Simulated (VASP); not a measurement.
An input for Ansatz (written as the equivalent of a VASP run, and not itself run):

Ansatz 0.2 input:
```yaml
crystal:
  lattice:
    - [1.3821000, -2.3938680, 0.0000000]
    - [1.3821000, 2.3938680, 0.0000000]
    - [0.0000000, 0.0000000, 4.3656000]
  atoms:
    - { symbol: Ru, position: [0.3333330, 0.6666670, 0.2500000] }
    - { symbol: Ru, position: [0.6666670, 0.3333330, 0.7500000] }
kpoints:
  mp_grid: { grid: [11, 11, 6] }
hamiltonian:
  xc: pbe
  pseudopotentials: { kind: paw }
scf:
  occupations: { method: methfessel_paxton, width: 0.1 }
  max_iter: 100
output: { forces: true, stress: true, eigenvalues: true }
```

### Question
Translate this input to VASP (INCAR, KPOINTS, POSCAR, choice of POTCAR).

### Answer
This is not unique; one that fits is 
**INCAR**
```
ALGO  =  Normal
EDIFF  =  1E-6
ENCUT  =  400
GGA  =  PE
ISIF  =  2
ISMEAR  =  1
LASPH  =  .TRUE.
LCHARG  =  .FALSE.
LMAXMIX  =  4
LREAL  =  .FALSE.
LWAVE  =  .FALSE.
NELM  =  100
PREC  =  Accurate
SIGMA  =  0.1
SYSTEM  =  Ru
```

### KPOINTS
```
Automatic mesh
0
Gamma
11 11 6
0 0 0
```

POSCAR:
```
Ru
2.7642010
  0.4999998191  -0.8660252999   0.0000000000
  0.4999998191   0.8660252999   0.0000000000
  0.0000000000   0.0000000000   1.5793352220
Ru
2
Cart
  0.4999998191   0.2886756773   0.3948338055
  0.4999998191  -0.2886756773   1.1845014165
```

POTCAR, in this order: Ru_pv (PBE.64 set). Program: vasp_std.

The two are equivalent in intent, not identical: each code has its own PAW files, so the cut-off isn't converted (ENCUT is set for VASP's; basis.ecutwfc is left out, and Ansatz then takes the one that its files recommend); Ansatz stops its SCF on the density residual and VASP on the energy change (EDIFF).

The compound is Ru in the hcp structure. The cell was not relaxed at this level.
